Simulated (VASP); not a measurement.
CsHgBrCl2 (space group P4/mmm): computed properties

These are PBEsol GGA, VASP's PBE PAW potentials (set 64) (plane waves; VASP 6.6.1) values and carry that method's errors.

For CsHgBrCl₂, the space group comes out as P4/mmm (123) and the cell comes out as a = 5.310 Å, b = 5.310 Å, c = 5.489 Å, α = 90.00°, β = 90.00°, γ = 90.00°. The volume per atom is 30.96 Å³/atom. The band gap (over mesh and band path) comes out as none (metal, semimetal or under 0.01 eV) and the band gap with spin-orbit coupling is none (metallic). The density is 5.20 g/cm³.

Space group P4/mmm (No. 123); a = b = 5.3103 Å, c = 5.4887 Å, α = β = γ = 90.00°

```
atom  site  symmetry       x       y       z
----  ----  --------  ------  ------  ------
Cs      1a     4/mmm  0.0000  0.0000  0.0000
Hg      1d     4/mmm  0.5000  0.5000  0.5000
Br      1c     4/mmm  0.5000  0.5000  0.0000
Cl      2e      mmm.  0.0000  0.5000  0.5000
```

Unless said otherwise, spin-orbit coupling is left out, though it shifts the bands of the heavy elements here.

The structure comes from a computed database's CsHgBrCl2 entry (P4/mmm); how it stands against other phases isn't given here. It was relaxed first, which changed the volume by -7 %. Symmetry was kept, so distortions that lower it aren't found.
